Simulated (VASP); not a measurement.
Output of a VASP run:

File OSZICAR:
```
       N       E                     dE             d eps       ncg     rms          rms(c)
DAV:   1     0.868128481128E+02    0.86813E+02   -0.11922E+04  2608   0.263E+03
DAV:   2    -0.295955834943E+02   -0.11641E+03   -0.11314E+03  2534   0.337E+02
DAV:   3    -0.328079758783E+02   -0.32124E+01   -0.32023E+01  3122   0.762E+01
DAV:   4    -0.328288168724E+02   -0.20841E-01   -0.20840E-01  2926   0.535E+00
DAV:   5    -0.328291665005E+02   -0.34963E-03   -0.34963E-03  3418   0.728E-01    0.101E+01
DAV:   6    -0.299609709692E+02    0.28682E+01   -0.24506E+01  2587   0.134E+02    0.709E+00
DAV:   7    -0.287878100380E+02    0.11732E+01   -0.47164E+00  2703   0.107E+02    0.257E+00
DAV:   8    -0.288294491682E+02   -0.41639E-01   -0.45824E-01  3981   0.147E+01    0.175E+00
DAV:   9    -0.288188254043E+02    0.10624E-01   -0.64659E-02  3647   0.635E+00    0.281E-01
DAV:  10    -0.288252663661E+02   -0.64410E-02   -0.21797E-02  3616   0.268E+00    0.804E-02
DAV:  11    -0.288254041790E+02   -0.13781E-03   -0.30260E-03  3050   0.796E-01    0.615E-02
DAV:  12    -0.288265308974E+02   -0.11267E-02   -0.14779E-03  3485   0.572E-01    0.274E-02
DAV:  13    -0.288264948509E+02    0.36046E-04   -0.79711E-05  2848   0.125E-01    0.158E-02
DAV:  14    -0.288264565858E+02    0.38265E-04   -0.69542E-05  3366   0.219E-01    0.798E-03
DAV:  15    -0.288264562692E+02    0.31666E-06   -0.10196E-05  3280   0.817E-02    0.202E-03
DAV:  16    -0.288264549737E+02    0.12955E-05   -0.85495E-07  3229   0.142E-02    0.490E-04
DAV:  17    -0.288264546814E+02    0.29229E-06   -0.18533E-08  1617   0.367E-03    0.219E-04
DAV:  18    -0.288264545305E+02    0.15086E-06   -0.25679E-08  1386   0.287E-03    0.233E-04
DAV:  19    -0.288264542515E+02    0.27897E-06   -0.16670E-08  1323   0.275E-03    0.470E-05
DAV:  20    -0.288264543436E+02   -0.92060E-07   -0.21081E-09  1281   0.657E-04
   1 F= -.28826454E+02 E0= -.28826288E+02  d E =-.498390E-03
```

File OUTCAR:
```
------------------------ aborting loop because EDIFF is reached ----------------------------------------
  FORCE on cell =-STRESS in cart. coord.  units (eV):
  Direction    XX          YY          ZZ          XY          YZ          ZX
  --------------------------------------------------------------------------------------
  Total        0.0024334      0.0024334      0.0024334      0.0000000      0.0000000     -0.0000000
  in kB        0.1586259      0.1586259      0.1586259      0.0000000      0.0000000     -0.0000000
  external PRESSURE =       0.1586259 kB  Pullay stress =       0.0000000 kB
  volume of cell :       24.58
      direct lattice vectors                 reciprocal lattice vectors
     2.907474733  0.000000000  0.000000000     0.343941080  0.000000000  0.000000000
     0.000000000  2.907474733  0.000000000     0.000000000  0.343941080  0.000000000
     0.000000000  0.000000000  2.907474733     0.000000000  0.000000000  0.343941080
 POSITION                                       TOTAL-FORCE (eV/Angst)
 -----------------------------------------------------------------------------------
      1.45374      1.45374      1.45374         0.000000      0.000000      0.000000
      0.00000      0.00000      0.00000         0.000000      0.000000      0.000000
 -----------------------------------------------------------------------------------
    total drift:                                0.000000      0.000000     -0.000000
  FREE ENERGIE OF THE ION-ELECTRON SYSTEM (eV)
  ---------------------------------------------------
  free  energy   TOTEN  =       -28.8264543436 eV

  energy  without entropy=      -28.8259559533  energy(sigma->0) =      -28.82628821
```
(Selected blocks of OUTCAR.)

### POSCAR
```
CuZn
1
    2.9074747326     0.0000000000     0.0000000000
    0.0000000000     2.9074747326     0.0000000000
    0.0000000000     0.0000000000     2.9074747326
Zn Cu
1 1
Direct
  0.5000000000   0.5000000000   0.5000000000
  0.0000000000   0.0000000000   0.0000000000
```

### Question
Write an INCAR and KPOINTS that could have produced this output.

### Answer
One answer among several that fit: the input of the run itself, SCAN meta-GGA, plane waves, VASP's PBE PAW potentials (set 64).

INCAR:
```
SYSTEM=CuZn
PREC=Accurate; ENCUT=520; LREAL=.False.
LASPH=.True.
EDIFF=1E-7; NELM=100; ALGO=Normal
LMAXMIX=4; LMIXTAU=.True.
ISMEAR=1; SIGMA=0.1
METAGGA=SCAN
ISIF=2
LWAVE=.False.; LCHARG=.False.
```

File KPOINTS:
```
Automatic mesh
0
Gamma
13 13 13
0 0 0
```

POTCAR, in this order: Zn Cu (PBE.64 set). Program: vasp_std.

The compound is CuZn in the CsCl type structure. It was relaxed first. The electron count is odd and the run is not spin-polarised, which forces a metal.
